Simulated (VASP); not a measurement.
# Ac2O3: NMR shieldings

What are the shielding tensors of Ac2O3? The cell has space group P-3m1. The start is a cell from a database of measured crystal structures.

Method: LDA; plane waves and PAW (Ac, O), in the first sound run; inputs show where later runs differ, in VASP 6.6.1.

The database entry behind the starting cell is an old determination (1949), so it need not match the best structure at ambient conditions.

### Step 1. Set-up

Symmetry: P-3m1, No. 164, trigonal system. The conventional cell has a = 4.080 Å, b = 4.080 Å, c = 6.300 Å, α = 90.00°, β = 90.00°, γ = 120.00°. Ac has 7 O at 2.49 to 2.78 Å nearest. Nearest to O lie 4 Ac at 2.49 to 2.50 Å. O has 6 Ac at 2.78 Å nearest. Farther neighbours and most contacts between anions are not listed.

As a file:

```cif
data_structure
_symmetry_space_group_name_H-M 'P-3m1'
_symmetry_Int_Tables_number 164
_cell_length_a 4.0800
_cell_length_b 4.0800
_cell_length_c 6.3000
_cell_angle_alpha 90.000
_cell_angle_beta 90.000
_cell_angle_gamma 120.000
_cell_volume 90.82
loop_
_atom_site_label
_atom_site_type_symbol
_atom_site_symmetry_multiplicity
_atom_site_Wyckoff_symbol
_atom_site_fract_x
_atom_site_fract_y
_atom_site_fract_z
_atom_site_occupancy
Ac1 Ac 2 d 0.66667 0.33333 0.76500 1
O1 O 2 d 0.66667 0.33333 0.37000 1
O2 O 1 a 0.00000 0.00000 0.00000 1
```

### Step 2. Ground state

A ground-state run shows first whether the cell has a gap, which the next steps need; its size sets how fine their mesh has to be.

The input, INCAR:

```
SYSTEM = Ac2O3
PREC = Accurate
ENCUT = 520
EDIFF = 1E-07
NELM = 100
ISMEAR = 0
SIGMA = 0.01
LREAL = .FALSE.
ALGO = Normal
GGA = CA
NBANDS = 26
LASPH = .TRUE.
LORBIT = 11
LWAVE = .FALSE.
LCHARG = .FALSE.
KPAR = 8
```

The input, POSCAR:

```
Ac2O3
1.0
    4.0800000000      0.0000000000      0.0000000000
   -2.0400000000      3.5333836474      0.0000000000
    0.0000000000      0.0000000000      6.3000000000
Ac O
2 3
Direct
    0.6666666667      0.3333333333      0.7650000000
    0.3333333333      0.6666666667      0.2350000000
    0.6666666667      0.3333333333      0.3700000000
    0.3333333333      0.6666666667      0.6300000000
    0.0000000000      0.0000000000      0.0000000000
```

The input, KPOINTS:

```
Automatic mesh
0
Gamma
5 5 3
0 0 0
```

The projector-augmented-wave data sets are Ac and O (PBE family, release 64).

On the command line:

```
> mpirun -np 8 vasp_std
```

What it wrote:

```text
[banner, memory and clock lines left out]
running    8 mpi-ranks, on    1 nodes
 distrk:  each k-point on    1 cores,    8 groups
 distr:  one band on    1 cores,    1 groups

 POSCAR found type information on POSCAR AcO
 POSCAR found :  2 types and       5 ions
|                                                                             |
|           W    W    AA    RRRRR   N    N  II  N    N   GGGG   !!!           |
|           W    W   A  A   R    R  NN   N  II  NN   N  G    G  !!!           |
|           W    W  A    A  R    R  N N  N  II  N N  N  G       !!!           |
|           W WW W  AAAAAA  RRRRR   N  N N  II  N  N N  G  GGG   !            |
|           WW  WW  A    A  R   R   N   NN  II  N   NN  G    G                |
|           W    W  A    A  R    R  N    N  II  N    N   GGGG   !!!           |
|                                                                             |
|     For optimal performance we recommend to set                             |
|       NCORE = 2 up to number-of-cores-per-socket                            |
|     NCORE specifies how many cores store one orbital (NPAR=cpu/NCORE).      |
|     This setting can greatly improve the performance of VASP for DFT.       |
|     The default, NCORE=1 might be grossly inefficient on modern             |
|     multi-core architectures or massively parallel machines. Do your        |
|     Unfortunately you need to use the default for GW and RPA                |
|     calculations (for HF NCORE is supported but not extensively tested      |
|     yet).                                                                   |
|                                                                             |

|                                                                             |
|               ----> ADVICE to this user running VASP <----                  |
|                                                                             |
|     You enforced a specific xc type in the INCAR file but a different       |
|     [... a line on the potential file left out ...]
|     I HOPE YOU KNOW WHAT YOU ARE DOING!                                     |
|                                                                             |

 LDA part: xc-table for (Slater(with rela. corr.)+CA(PZ))
 , standard interpolation
 POSCAR, INCAR and KPOINTS ok, starting setup
 FFT: planning ... GRIDC
 FFT: planning ... GRID_SOFT
 FFT: planning ... GRID
 WAVECAR not read
 entering main loop
       N       E                     dE             d eps       ncg     rms          rms(c)
DAV:   1     0.502678606180E+03    0.50268E+03   -0.16794E+04   624   0.148E+03
DAV:   2     0.626262345560E+02   -0.44005E+03   -0.43162E+03   728   0.413E+02
DAV:   3    -0.437647666994E+02   -0.10639E+03   -0.99012E+02  1060   0.179E+02
DAV:   4    -0.492818216335E+02   -0.55171E+01   -0.55040E+01   960   0.441E+01
DAV:   5    -0.494739980052E+02   -0.19218E+00   -0.19203E+00  1176   0.756E+00    0.262E+01
DAV:   6    -0.436266197955E+02    0.58474E+01   -0.39751E+01   670   0.331E+01    0.226E+01
DAV:   7    -0.435768841299E+02    0.49736E-01   -0.49118E+00   928   0.144E+01    0.128E+01
DAV:   8    -0.435055912831E+02    0.71293E-01   -0.99674E-01   792   0.631E+00    0.192E+00
DAV:   9    -0.434588494980E+02    0.46742E-01   -0.23496E-01   792   0.309E+00    0.341E-01
DAV:  10    -0.434612703253E+02   -0.24208E-02   -0.35963E-02   976   0.104E+00    0.190E-01
DAV:  11    -0.434614405524E+02   -0.17023E-03   -0.62438E-03   904   0.570E-01    0.113E-01
DAV:  12    -0.434612581026E+02    0.18245E-03   -0.17228E-03   960   0.294E-01    0.320E-02
DAV:  13    -0.434612705441E+02   -0.12441E-04   -0.19584E-04   800   0.884E-02    0.244E-02
DAV:  14    -0.434612626688E+02    0.78753E-05   -0.41546E-05  1008   0.434E-02    0.780E-03
DAV:  15    -0.434612624654E+02    0.20340E-06   -0.10938E-05   912   0.197E-02    0.355E-03
DAV:  16    -0.434612625055E+02   -0.40115E-07   -0.98566E-07   888   0.616E-03
   1 F= -.43461263E+02 E0= -.43461263E+02  d E =-.280964E-13
```

Elapsed: 8.4 s, on 8 MPI ranks of Intel Xeon 6975P-C (Granite Rapids), shared host; peak memory 1.6 GiB.

Lines that name or quote the potential files are left out of all logs, and their timing lines are given in words.

From OUTCAR (step 2):

```text
ion  position               nearest neighbor table
   1  0.667  0.333  0.765-   3 2.49   4 2.50   4 2.50   4 2.50   5 2.78   5 2.78   5 2.78
   2  0.333  0.667  0.235-   4 2.49   3 2.50   3 2.50   3 2.50   5 2.78   5 2.78   5 2.78
   3  0.667  0.333  0.370-   1 2.49   2 2.50   2 2.50   2 2.50
   4  0.333  0.667  0.630-   2 2.49   1 2.50   1 2.50   1 2.50
   5  0.000  0.000  0.000-   1 2.78   2 2.78   2 2.78   1 2.78   1 2.78   2 2.78

  LATTYP: Found a hexagonal cell.
 ALAT       =     4.0800000000
 C/A-ratio  =     1.5441176471

 Subroutine GETGRP returns: Found 12 space group operations
 (whereof 12 operations were pure point group operations)

The static configuration has the point symmetry D_3d.

 Found     12 irreducible k-points:

   k-points           NKPTS =     12   k-points in BZ     NKDIM =     12   number of bands    NBANDS=     26

   dimension x,y,z NGX =    30 NGY =   30 NGZ =   48
   dimension x,y,z NGXF=    60 NGYF=   60 NGZF=   96

   ENCUT  =  520.0 eV  38.22 Ry    6.18 a.u.   7.59  7.59 11.71*2*pi/ulx,y,z

   NELECT =      40.0000    total number of electrons

 k-points in reciprocal lattice and weights: Automatic mesh
   0.00000000  0.00000000  0.00000000       0.013
   0.20000000 -0.00000000  0.00000000       0.080
   0.40000000 -0.00000000  0.00000000       0.080
   0.20000000  0.20000000  0.00000000       0.080
   0.40000000  0.20000000  0.00000000       0.080
   0.00000000  0.00000000  0.33333333       0.027
   0.20000000 -0.00000000  0.33333333       0.080
   0.00000000  0.20000000  0.33333333       0.080
   0.40000000 -0.00000000  0.33333333       0.080
   0.00000000  0.40000000  0.33333333       0.080
   0.20000000  0.20000000  0.33333333       0.160
   0.40000000  0.20000000  0.33333333       0.160

 average (electrostatic) potential at core
       1 -69.3844       2 -69.3844       3 -67.8941       4 -67.8941       5 -68.0201

 E-fermi :   4.5403

 k-point     1 :       0.0000    0.0000    0.0000
  band No.  band energies     occupation
    ...
     16       2.6145      2.00000
     17       2.6145      2.00000
     18       3.8221      2.00000
     19       3.8221      2.00000
     20       4.2712      2.00000
     21       8.0267      0.00000
     22       9.0429      0.00000
     23       9.0429      0.00000
     24       9.8589      0.00000
     25      10.3101      0.00000
    ...

 k-point     2 :       0.2000   -0.0000    0.0000
  band No.  band energies     occupation
    ...
     16       2.9101      2.00000
     17       3.1436      2.00000
     18       3.6714      2.00000
     19       3.9708      2.00000
     20       4.0468      2.00000
     21       8.6032      0.00000
     22       9.2606      0.00000
     23       9.3464      0.00000
     24       9.5349      0.00000
     25      10.7159      0.00000
    ...

 k-point     3 :       0.4000   -0.0000    0.0000
  band No.  band energies     occupation
    ...
     16       3.5855      2.00000
     17       3.7206      2.00000
     18       3.9941      2.00000
     19       4.1019      2.00000
     20       4.1847      2.00000
     21       7.9657      0.00000
     22       9.4857      0.00000
     23      10.3062      0.00000
     24      10.6119      0.00000
     25      10.9830      0.00000
    ...

  Total       -3.5293594     -3.5293594     -4.1554184      0.0000000     -0.0000000      0.0000000
  in kB      -62.2608387    -62.2608387    -73.3050395      0.0000000     -0.0000000      0.0000000
  external PRESSURE =     -65.9422389 kB  Pullay stress =       0.0000000 kB

  energy-cutoff  :      520.00
  volume of cell :       90.82
      direct lattice vectors                 reciprocal lattice vectors
     4.080000000  0.000000000  0.000000000     0.245098039  0.141507419  0.000000000
    -2.040000000  3.533383647  0.000000000     0.000000000  0.283014838  0.000000000
     0.000000000  0.000000000  6.300000000     0.000000000  0.000000000  0.158730159

 POSITION                                       TOTAL-FORCE (eV/Angst)
 -----------------------------------------------------------------------------------
      2.04000      1.17779      4.81950        -0.000000      0.000000     -1.799906
     -0.00000      2.35559      1.48050        -0.000000      0.000000      1.799906
      2.04000      1.17779      2.33100         0.000000     -0.000000     -0.919656
     -0.00000      2.35559      3.96900        -0.000000      0.000000      0.919656
      0.00000      0.00000      0.00000        -0.000000      0.000000      0.000000
 -----------------------------------------------------------------------------------
    total drift:                                0.000000      0.000000     -0.000000

  FREE ENERGIE OF THE ION-ELECTRON SYSTEM (eV)
  ---------------------------------------------------
  free  energy   TOTEN  =       -43.4612625055 eV

  energy  without entropy=      -43.4612625055  energy(sigma->0) =      -43.46126251

 total charge
# of ion       s       p       d       f       tot
--------------------------------------------------
    1        2.055   5.646   0.529   0.195   8.426
    2        2.055   5.646   0.529   0.195   8.426
    3        1.552   3.424   0.000   0.000   4.976
    4        1.552   3.424   0.000   0.000   4.976
    5        1.544   3.367   0.000   0.000   4.912
--------------------------------------------------
tot          8.759  21.507   1.058   0.391  31.716

[... 3 further parts left out ...]
```

The gap is read on the k-mesh alone, so it is an upper bound where the band edges lie off the mesh. The PAW data sets were made with PBE, a small mismatch for LDA.

A gap read on the k-mesh alone can miss the band edges.

This step gave:

- free energy (TOTEN): -43.46 eV
- Fermi energy: 4.540 eV
- pressure: -6.594 GPa
- gap on the k-mesh: 3.474 eV
- least direct gap on the k-mesh: 3.734 eV

The cell has a gap of 3.47 eV on this mesh and a pressure of -6.6 GPa, which holds the misfit of the given cell and coordinates with this functional, and any error of cutoff, mesh and data sets. Spin-orbit coupling is left out, which can shift or reorder these edges. Forces of up to 1.8 eV/Å remain in these settings, so the given coordinates are far from this level's minimum.

[end of part 1 of 3]

[Lines on the potential files, build, host, timing and source positions are cut from VASP's logs without a mark.]

[Logs are printed without paths, hosts, clocks, repeated set-up lines and the standing remarks that a program may print on its own settings, such as how far it seeks lower states.]

[Hosts, paths, dates, database ids (printed as entryN), source tags and the programs' standing remarks are cut or masked in the printed files.]
